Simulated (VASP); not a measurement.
All values below come from vdW-DF-cx, VASP's PBE PAW potentials (set 64) (plane waves; VASP).

VASP input:

File KPOINTS:
```
Automatic mesh
0
Gamma
9 9 9
0 0 0
```

### INCAR
```
AGGAC = 0.0
ALGO = Normal
EDIFF = 1E-6
EDIFFG = -0.01
ENCUT = 520
GGA = CX
IBRION = 2
ISIF = 3
ISMEAR = 0
LASPH = T
LCHARG = F
LREAL = F
LUSE_VDW = T
LWAVE = F
NELM = 100
NSW = 60
PREC = Accurate
SIGMA = 0.05
SYSTEM = NaF
```

### POSCAR
```
NaF
1
   -0.0000000000     2.3383881624     2.3383881624
    2.3383881624     0.0000000000     2.3383881624
    2.3383881624     2.3383881624     0.0000000000
Na F
1 1
Direct
  0.0000000000   1.0000000000   0.0000000000
  0.5000000000   0.5000000000   0.5000000000
```

POTCAR, in this order: Na_pv F (PBE.64 set). Program: vasp_std.

The resulting files:

File OSZICAR:
```
       N       E                     dE             d eps       ncg     rms          rms(c)
DAV:   1     0.113693356668E+03    0.11369E+03   -0.82995E+03   770   0.158E+03
DAV:   2     0.950088093957E+00   -0.11274E+03   -0.10585E+03   846   0.360E+02
DAV:   3    -0.522490773525E+01   -0.61750E+01   -0.61575E+01   884   0.865E+01
DAV:   4    -0.528730337607E+01   -0.62396E-01   -0.62384E-01   848   0.951E+00
DAV:   5    -0.528797153129E+01   -0.66816E-03   -0.66814E-03   878   0.101E+00    0.520E+00
DAV:   6    -0.446971703722E+01    0.81825E+00   -0.35568E+00   937   0.182E+01    0.185E+00
DAV:   7    -0.446682275363E+01    0.28943E-02   -0.31181E-02   779   0.276E+00    0.105E+00
DAV:   8    -0.447706766754E+01   -0.10245E-01   -0.36932E-02   773   0.464E+00    0.140E-01
DAV:   9    -0.447860814386E+01   -0.15405E-02   -0.80368E-03   833   0.105E+00    0.113E-01
DAV:  10    -0.447841232899E+01    0.19581E-03   -0.14370E-03   836   0.598E-01    0.121E-02
DAV:  11    -0.447841576748E+01   -0.34385E-05   -0.37802E-05   848   0.111E-01    0.102E-02
DAV:  12    -0.447841733057E+01   -0.15631E-05   -0.17245E-05   788   0.479E-02    0.519E-03
DAV:  13    -0.447841720362E+01    0.12695E-06   -0.16423E-06   836   0.170E-02
   1 F= -.44784172E+01 E0= -.44784172E+01  d E =-.447842E+01
```

### OUTCAR
```
------------------------ aborting loop because EDIFF is reached ----------------------------------------
  FORCE on cell =-STRESS in cart. coord.  units (eV):
  Direction    XX          YY          ZZ          XY          YZ          ZX
  --------------------------------------------------------------------------------------
  Total        0.0193179      0.0193179      0.0193179      0.0000000      0.0000000      0.0000000
  in kB        1.2102945      1.2102945      1.2102945      0.0000000      0.0000000      0.0000000
  external PRESSURE =       1.2102945 kB  Pullay stress =       0.0000000 kB
  volume of cell :       25.57
      direct lattice vectors                 reciprocal lattice vectors
     0.000000000  2.338388162  2.338388162    -0.213822499  0.213822499  0.213822499
     2.338388162  0.000000000  2.338388162     0.213822499 -0.213822499  0.213822499
     2.338388162  2.338388162  0.000000000     0.213822499  0.213822499 -0.213822499
  FREE ENERGIE OF THE ION-ELECTRON SYSTEM (eV)
  ---------------------------------------------------
  free  energy   TOTEN  =        -4.4784172036 eV

  energy  without entropy=       -4.4784172036  energy(sigma->0) =       -4.47841720

 reached required accuracy - stopping structural energy minimisation
```
(Selected blocks of OUTCAR.)

The compound is NaF in the rock salt structure. It was relaxed first. The start is the result of an earlier pass.
